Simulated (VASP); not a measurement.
# Cu (Fm-3m) in VASP: elastic constants with RPBE

Aim: the elastic constants of Cu with RPBE.

Everything below comes from runs of VASP 6.6.1. Logs are shortened: lines on timing, memory, paths and dates and some standing lists are left out, and cuts for length are marked.

## 1. The structure

Symmetry: Fm-3m, No. 225, cubic system. The conventional cell has a = 3.650 Å, b = 3.650 Å, c = 3.650 Å, α = 90.00°, β = 90.00°, γ = 90.00°. Cu (site symmetry m-3m) is surrounded by 12 Cu at 2.58 Å.

## 2. Elastic constants, RPBE

POSCAR

```
Cu
1.0
    0.0000000000      1.8250000000      1.8250000000
    1.8250000000      0.0000000000      1.8250000000
    1.8250000000      1.8250000000      0.0000000000
Cu
1
Direct
    0.0000000000      0.0000000000      0.0000000000
```

INCAR.step1

```
SYSTEM = Cu
PREC = Accurate
ENCUT = 600
EDIFF = 1E-8
ISMEAR = 0
SIGMA = 0.1
LREAL = .False.
LASPH = .True.
NELM = 100
ALGO = Normal
ISIF = 3
LWAVE = .False.
LCHARG = .False.
GGA = RP
IBRION = 2
NSW = 40
EDIFFG = -0.002
```

INCAR.step2

```
SYSTEM = Cu
PREC = Accurate
ENCUT = 600
EDIFF = 1E-8
ISMEAR = 0
SIGMA = 0.1
LREAL = .False.
LASPH = .True.
NELM = 100
ALGO = Normal
ISIF = 3
LWAVE = .False.
LCHARG = .False.
GGA = RP
IBRION = 6
NFREE = 2
POTIM = 0.015
NSW = 1
```

KPOINTS

```
Automatic mesh
0
Gamma
  20 20 20
  0 0 0
```

Potentials or basis: VASP PAW PBE potentials, release 64 (Cu).

Launch:

```console
cat potpaw_PBE.64/Cu/POTCAR > POTCAR
cp INCAR.step1 INCAR
mpirun -np 1 vasp_std > vasp.out
cp CONTCAR POSCAR
cp INCAR.step2 INCAR
mpirun -np 1 vasp_std > vasp.out
```

OUTCAR:

```text
SYSTEM = Cu
   PREC = Accurate
   ENCUT = 600
   EDIFF = 1E-8
   ISMEAR = 0
   LREAL = .False.
   LASPH = .True.
   NELM = 100
   ISIF = 3
   GGA = RP
   IBRION = 6
   NFREE = 2
   POTIM = 0.015
   NSW = 1

 ion  position               nearest neighbor table
   1  0.000  0.000  0.000-

  LATTYP: Found a face centered cubic cell.
 ALAT       =     3.6795781310

  Lattice vectors:

 A1 = (   0.0000000000,   1.8397890655,   1.8397890655)
 A2 = (   1.8397890655,   0.0000000000,   1.8397890655)
 A3 = (   1.8397890655,   1.8397890655,   0.0000000000)

Analysis of symmetry for initial positions (statically):
=====================================================================
 Subroutine PRICEL returns:
 Original cell was already a primitive cell.

 Routine SETGRP: Setting up the symmetry group for a
 face centered cubic supercell.

 Subroutine GETGRP returns: Found 48 space group operations
 (whereof 48 operations were pure point group operations)
 out of a pool of 48 trial point group operations.

The static configuration has the point symmetry O_h .

Analysis of symmetry for dynamics (positions and initial velocities):
=====================================================================
 Subroutine PRICEL returns:
 Original cell was already a primitive cell.

 Routine SETGRP: Setting up the symmetry group for a
 face centered cubic supercell.

 Subroutine GETGRP returns: Found 48 space group operations
 (whereof 48 operations were pure point group operations)
 out of a pool of 48 trial point group operations.

The dynamic configuration has the point symmetry O_h .

 Subroutine INISYM returns: Found 48 space group operations
 (whereof 48 operations are pure point group operations),
 and found     1 'primitive' translations

----------------------------------------------------------------------------------------

                                     Primitive cell

  volume of cell :      12.4547

[... 337 lines left out ...]
      4       4.2398      2.00000
      5       4.9934      2.00000
      6       4.9934      2.00000
      7      29.2093      0.00000
      8      31.5474      0.00000
      9      31.5474      0.00000
[... 265 lines left out ...]
 k-point    24 :      -0.3500    0.0500    0.0000
  band No.  band energies     occupation
      1       1.8638      2.00000
      2       4.2641      2.00000
      3       4.3006      2.00000
      4       4.4427      2.00000
      5       5.2849      2.00000
      6       5.5506      2.00000
      7      14.0931      0.00000
      8      26.2936      0.00000
      9      28.6958      0.00000

 [... further k-points ...]

------------------------ aborting loop because EDIFF is reached ----------------------------------------

  FORCE on cell =-STRESS in cart. coord.  units (eV):
  Direction    XX          YY          ZZ          XY          YZ          ZX
  --------------------------------------------------------------------------------------
  -------------------------------------------------------------------------------------
  Total        0.0002645      0.0002645      0.0002645     -0.0000000     -0.0000000      0.0000000
  in kB        0.0340205      0.0340205      0.0340205     -0.0000000     -0.0000000      0.0000000
  external PRESSURE =       0.0340205 kB  Pullay stress =       0.0000000 kB
[... 16 lines left out ...]
  FREE ENERGIE OF THE ION-ELECTRON SYSTEM (eV)
  ---------------------------------------------------
  free  energy   TOTEN  =        -3.2571326008 eV

  energy  without entropy=       -3.2557582124  energy(sigma->0) =       -3.25644541

 INTERNAL STRAIN TENSORS FROM STRAINED CELLS
 ============================================

 INTERNAL STRAIN TENSOR FOR ION    1 for displacements in x,y,z  (eV/Angst):
          X           Y           Z          XY          YZ          ZX
  --------------------------------------------------------------------------------
  x     0.00000     0.00000     0.00000    -0.00000     0.00000     0.00000
  y     0.00000    -0.00000    -0.00000     0.00000     0.00000     0.00000
  z    -0.00000     0.00000     0.00000     0.00000     0.00000     0.00000

 INTERNAL STRAIN TENSORS FROM DISPLACED ATOMS
 ============================================

 INTERNAL STRAIN TENSOR FOR ION    1 for displacements in x,y,z  (eV/Angst):
          X           Y           Z          XY          YZ          ZX
  --------------------------------------------------------------------------------
  x     0.00000     0.00000     0.00000     0.00000     0.00000     0.00000
  y     0.00000     0.00000     0.00000     0.00000     0.00000     0.00000
  z     0.00000     0.00000     0.00000     0.00000     0.00000     0.00000

 Eigenvectors and eigenvalues of the dynamical matrix
 ----------------------------------------------------

   1 f  =    0.000000 THz     0.000000 2PiTHz    0.000000 cm-1     0.000000 meV
             X         Y         Z           dx          dy          dz
      0.000000  0.000000  0.000000    -0.999440   -0.033457    0.000000

   2 f  =    0.000000 THz     0.000000 2PiTHz    0.000000 cm-1     0.000000 meV
             X         Y         Z           dx          dy          dz
      0.000000  0.000000  0.000000     0.000000    0.000000    1.000000

   3 f  =    0.000000 THz     0.000000 2PiTHz    0.000000 cm-1     0.000000 meV
             X         Y         Z           dx          dy          dz
      0.000000  0.000000  0.000000    -0.033457    0.999440    0.000000

--------------------------------------------------------------------------------------------------------

 ELASTIC MODULI CONTR FROM IONIC RELAXATION (kBar)
 Direction    XX          YY          ZZ          XY          YZ          ZX
 --------------------------------------------------------------------------------
 XX           0.0000      0.0000      0.0000      0.0000      0.0000      0.0000
 YY           0.0000      0.0000      0.0000      0.0000      0.0000      0.0000
 ZZ           0.0000      0.0000      0.0000      0.0000      0.0000      0.0000
 XY           0.0000      0.0000      0.0000      0.0000      0.0000      0.0000
 YZ           0.0000      0.0000      0.0000      0.0000      0.0000      0.0000
 ZX           0.0000      0.0000      0.0000      0.0000      0.0000      0.0000
 --------------------------------------------------------------------------------

 TOTAL ELASTIC MODULI (kBar)
 Direction    XX          YY          ZZ          XY          YZ          ZX
 --------------------------------------------------------------------------------
 XX        1562.1161   1030.5097   1030.5097      0.0000     -0.0000     -0.0000
 YY        1030.5097   1562.1161   1030.5097     -0.0000      0.0000     -0.0000
 ZZ        1030.5097   1030.5097   1562.1161      0.0000      0.0000     -0.0000
 XY           0.0000     -0.0000      0.0000    743.7353      0.0000      0.0000
 YZ          -0.0000      0.0000      0.0000      0.0000    743.7353      0.0000
 ZX          -0.0000     -0.0000     -0.0000      0.0000      0.0000    743.7353
 --------------------------------------------------------------------------------
```

OSZICAR.step1:

```text
N       E                     dE             d eps       ncg     rms          rms(c)
DAV:   1     0.388687599642E+02    0.38869E+02   -0.61896E+03  4712   0.227E+03
DAV:   2    -0.358012391488E+01   -0.42449E+02   -0.40277E+02  4617   0.203E+02
DAV:   3    -0.404283875203E+01   -0.46271E+00   -0.46123E+00  5461   0.311E+01
[... 29 lines left out ...]
DAV:   5    -0.325710185349E+01    0.99658E-06   -0.14596E-05  5829   0.789E-02    0.648E-03
DAV:   6    -0.325709974140E+01    0.21121E-05   -0.20777E-06  5303   0.293E-02    0.494E-04
DAV:   7    -0.325709986305E+01   -0.12165E-06   -0.10678E-08  2856   0.218E-03    0.534E-05
DAV:   8    -0.325709990698E+01   -0.43938E-07   -0.14896E-09  2476   0.618E-04    0.171E-05
DAV:   9    -0.325709990204E+01    0.49481E-08   -0.34382E-10  2363   0.383E-04
   3 F= -.32570999E+01 E0= -.32564127E+01  d E =-.282257E-02
```

It took 9 min on 1 thread of Intel Xeon 6975P-C (Granite Rapids), shared host; peak memory 0.67 GiB.

Results:

```yaml
Relaxed_volume: 12.45 Å³/atom
Relaxed_cell: a = 2.602 Å, b = 2.602 Å, c = 2.602 Å, α = 60.00°, β = 60.00°, γ = 60.00°
Space_group_after_relaxing_to_0.05_Å: Fm-3m (No. 225)
Elastic_constants_C11_C12_C44: 156, 103, 74 GPa
Voigt_bulk_modulus: 121 GPa
```

Step by step:
```tsv
step	energy change (eV)	largest force (eV/Å)	pressure (GPa)	volume (Å³)
1	0.0000	0.0000	3.12	12.16
2	-0.0024	0.0000	-1.14	12.58
3	-0.0028	0.0000	0.02	12.45
```

Final structure:
```
Cu
1.0
     0.00000    1.83979    1.83979
     1.83979    0.00000    1.83979
     1.83979    1.83979    0.00000
Cu
1
Direct
  0.00000 0.00000 0.00000
```

Elastic tensor in Voigt notation (GPa, in the Cartesian axes of the cell as first typed):
```
156 103 103   0   0   0
103 156 103   0   0   0
103 103 156   0   0   0
  0   0   0  74   0   0
  0   0   0   0  74   0
  0   0   0   0   0  74
```

Clamped-ion elastic tensor (GPa):
```
156 103 103   0   0   0
103 156 103   0   0   0
103 103 156   0   0   0
  0   0   0  74   0   0
  0   0   0   0  74   0
  0   0   0   0   0  74
```

Caveat: the PAW data sets were made with another functional, which shifts forces and pressure a little.
